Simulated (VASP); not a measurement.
Computed with r2SCAN+rVV10, VASP's PBE PAW potentials (set 64) (plane waves; VASP 6.6.1).

VASP ran on this input.

### KPOINTS_OPT
```
k-points along high-symmetry lines
10
Line-mode
Reciprocal
  0.000000   0.000000   0.000000 ! GAMMA
  0.500000   0.000000   0.500000 ! X

  0.500000   0.000000   0.500000 ! X
  0.625000   0.250000   0.625000 ! U

  0.375000   0.375000   0.750000 ! K
  0.000000   0.000000   0.000000 ! GAMMA

  0.000000   0.000000   0.000000 ! GAMMA
  0.500000   0.500000   0.500000 ! L

  0.500000   0.500000   0.500000 ! L
  0.500000   0.250000   0.750000 ! W

  0.500000   0.250000   0.750000 ! W
  0.500000   0.000000   0.500000 ! X
```

File KPOINTS:
```
Regular mesh
0
G
 11 11 11
```

### INCAR
```
! general
SYSTEM   = SmSb
PREC     = Accurate
ENCUT    = 400
LREAL    = .False.   ! projection in real space or not
LASPH    = .True.

! electronic loop
EDIFF    = 1E-7
NELM     = 100   ! most electronic steps
ALGO     = Normal
LMAXMIX  = 6   ! l cut-off of mixed one-centre charges
LMIXTAU  = .True.

! smearing
ISMEAR   = -5   ! tetrahedra, Bloechl

! functional
METAGGA  = R2SCAN
LUSE_VDW = .True.
BPARAM   = 11.95
CPARAM   = 0.0093

! ions
ISIF     = 2   ! forces and stress, cell fixed

! output
LWAVE    = .False.
LCHARG   = .False.
LORBIT   = 11
NEDOS    = 601
```

POSCAR:
```
SmSb
6.3002670
  0.0000000000   0.4999999904   0.4999999904
  0.4999999904   0.0000000000   0.4999999904
  0.4999999904   0.4999999904   0.0000000000
Sm Sb
1 1
Cart
  0.4999999904   0.4999999904   0.4999999904
  0.0000000000   0.0000000000   0.0000000000
```

POTCAR, in this order: Sm_3 Sb (PBE.64 set). Program: vasp_std.

**Question.** What will the output report for the number of irreducible k-points (NKPTS), number of bands (NBANDS), largest plane-wave count, number of space-group operations, FFT grid (NGX, NGY, NGZ)?

**Answer.** 
The number of irreducible k-points (NKPTS) is 56 and the number of bands (NBANDS) is 12. The largest plane-wave count is 1153 and the number of space-group operations comes out as 48. The FFT grid (NGX, NGY, NGZ) is 30 × 30 × 30.

The structure comes from a measured SmSb entry (Fm-3m) of the Crystallography Open Database, whose conditions weren't checked. It was relaxed first. The 4f electrons are frozen in the core of the lanthanide potential, so 4f levels, which can set the real gap, and their magnetism are missing.
